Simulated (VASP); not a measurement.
OSZICAR of a VASP run on Pt$_{3}$Ti (L1_2):

### OSZICAR
```
       N       E                     dE             d eps       ncg     rms          rms(c)
DAV:   1     0.379685748796E+03    0.37969E+03   -0.21171E+04  1750   0.177E+03
DAV:   2     0.576115031221E+01   -0.37392E+03   -0.36655E+03  1811   0.442E+02
DAV:   3    -0.292967003034E+02   -0.35058E+02   -0.34067E+02  2745   0.110E+02
DAV:   4    -0.304079135074E+02   -0.11112E+01   -0.11058E+01  2054   0.210E+01
DAV:   5    -0.304427359463E+02   -0.34822E-01   -0.34798E-01  2556   0.373E+00    0.172E+01
DAV:   6    -0.293716609608E+02    0.10711E+01   -0.34910E+01  2570   0.350E+01    0.187E+01
DAV:   7    -0.279086355325E+02    0.14630E+01   -0.46954E+01  2649   0.390E+01    0.880E+00
DAV:   8    -0.272528457553E+02    0.65579E+00   -0.18857E+00  2414   0.919E+00    0.454E+00
DAV:   9    -0.270832750916E+02    0.16957E+00   -0.22826E+00  2637   0.799E+00    0.208E+00
DAV:  10    -0.270506616011E+02    0.32613E-01   -0.20050E-01  2544   0.297E+00    0.529E-01
DAV:  11    -0.270527105453E+02   -0.20489E-02   -0.29772E-03  2219   0.403E-01    0.533E-01
DAV:  12    -0.270497466647E+02    0.29639E-02   -0.21273E-02  2639   0.808E-01    0.790E-02
DAV:  13    -0.270497097044E+02    0.36960E-04   -0.41063E-04  2310   0.142E-01    0.211E-02
DAV:  14    -0.270497096211E+02    0.83237E-07   -0.18083E-05  2533   0.256E-02    0.835E-03
DAV:  15    -0.270497102771E+02   -0.65600E-06   -0.24916E-06  2496   0.119E-02    0.164E-03
DAV:  16    -0.270497106770E+02   -0.39988E-06   -0.12836E-07  1594   0.274E-03    0.107E-03
DAV:  17    -0.270497107100E+02   -0.32944E-07   -0.34184E-08  1001   0.127E-03
   1 F= -.27049711E+02 E0= -.27050315E+02  d E =0.181204E-02
```

Which electronic solver shows in the log?

It is blocked Davidson (ALGO = Normal, or the opening steps of other solvers). The INCAR had ALGO = Normal.

Can the final energy be trusted as converged?

The calculation finished and met its thresholds. It stopped with EDIFF = 1E-7, NELM = 100 (RPBE GGA, plane waves, VASP's PBE PAW potentials (set 64)).

The compound is Pt3Ti in the L1_2 structure. This cell is one point of a volume scan, at 1.06 of the reference volume.
